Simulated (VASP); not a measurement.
A snapshot from molecular dynamics of W, step 41; the first frame, the perfect lattice, has an electronic free energy F (no ionic kinetic energy) of -12.540 eV/atom. The Γ point alone samples so small a cell crudely.

Given:

```
W
1.0
   -4.74000     4.74000     4.74000
    4.74000    -4.74000     4.74000
    4.74000     4.74000    -4.74000
W
27
Cartesian
  0.08986   9.33716   0.01119
  1.45673   1.45602   7.98874
  7.70739  -1.64978   1.72625
 -2.95758   3.11720   6.08040
  3.32608   0.07878   0.10996
  4.92009   1.66546  -1.49825
  3.22740   6.21784   3.00939
  4.63750  -1.43511   1.64632
  6.38962  -0.05097   0.33245
 -1.38216   1.43396   1.48679
  4.70452  -1.52759   4.67421
  1.73996   4.76330  -1.54655
  0.17798  -0.11589   3.05747
  1.61392   1.51532   1.51276
  3.10450   3.17594  -0.06645
  1.72511  -1.69230   4.67894
  3.07868   0.00045   3.44537
  4.67853   1.63225   1.65392
  6.33996   3.08900   3.00615
 -1.63377   5.05919   1.83828
  4.61365   1.65086   4.65199
 -1.52051   1.60047   4.55670
 -0.09861   3.27497   2.98331
  1.39391   4.76455   1.47133
  4.62771   4.73813   1.45514
  1.44559   1.60152   4.82836
  2.95396   3.17925   3.26583
```

Computed with PBE GGA, VASP's PBE PAW potentials (set 64) (plane waves; VASP). Settings: PREC = Normal, LREAL = Auto, ISYM = 0, EDIFF = 1E-5, 300 eV cut-off, 1×1×1 Γ-centred mesh, Fermi-Dirac smearing of 0.069 eV, potentials W_sv.

Q: Give F per atom of this frame and the forces (eV/Å).

A: -12.372 eV/atom.
```json
[
 {"atom": "W1", "Fx": "-1.24", "Fy": "0.24", "Fz": "-0.45"},
 {"atom": "W2", "Fx": "-0.74", "Fy": "1.43", "Fz": "-0.24"},
 {"atom": "W3", "Fx": "1.43", "Fy": "0.24", "Fz": "-1.15"},
 {"atom": "W4", "Fx": "-1.23", "Fy": "-0.29", "Fz": "2.18"},
 {"atom": "W5", "Fx": "-1.82", "Fy": "-0.36", "Fz": "-1.82"},
 {"atom": "W6", "Fx": "-0.40", "Fy": "-1.23", "Fz": "-0.88"},
 {"atom": "W7", "Fx": "-1.67", "Fy": "0.30", "Fz": "1.47"},
 {"atom": "W8", "Fx": "1.45", "Fy": "-1.68", "Fz": "0.10"},
 {"atom": "W9", "Fx": "-1.30", "Fy": "1.24", "Fz": "-2.73"},
 {"atom": "W10", "Fx": "-0.78", "Fy": "0.40", "Fz": "0.59"},
 {"atom": "W11", "Fx": "-0.14", "Fy": "-0.56", "Fz": "1.29"},
 {"atom": "W12", "Fx": "-2.43", "Fy": "0.37", "Fz": "0.35"},
 {"atom": "W13", "Fx": "-0.88", "Fy": "-0.08", "Fz": "0.35"},
 {"atom": "W14", "Fx": "-0.42", "Fy": "0.90", "Fz": "0.72"},
 {"atom": "W15", "Fx": "0.72", "Fy": "-0.22", "Fz": "1.63"},
 {"atom": "W16", "Fx": "-1.02", "Fy": "0.58", "Fz": "1.79"},
 {"atom": "W17", "Fx": "0.72", "Fy": "1.11", "Fz": "-2.99"},
 {"atom": "W18", "Fx": "0.37", "Fy": "-0.05", "Fz": "-0.47"},
 {"atom": "W19", "Fx": "0.24", "Fy": "1.25", "Fz": "0.95"},
 {"atom": "W20", "Fx": "1.24", "Fy": "-1.94", "Fz": "-2.99"},
 {"atom": "W21", "Fx": "1.42", "Fy": "-0.42", "Fz": "1.59"},
 {"atom": "W22", "Fx": "-0.21", "Fy": "-0.07", "Fz": "1.05"},
 {"atom": "W23", "Fx": "1.53", "Fy": "-0.39", "Fz": "1.10"},
 {"atom": "W24", "Fx": "2.32", "Fy": "0.23", "Fz": "-0.22"},
 {"atom": "W25", "Fx": "1.24", "Fy": "-1.42", "Fz": "1.20"},
 {"atom": "W26", "Fx": "0.79", "Fy": "0.21", "Fz": "-0.99"},
 {"atom": "W27", "Fx": "0.83", "Fy": "0.19", "Fz": "-1.44"}
]
```

The cell is a supercell, built from W (bcc). Its lattice is the typed one, not relaxed at this level.
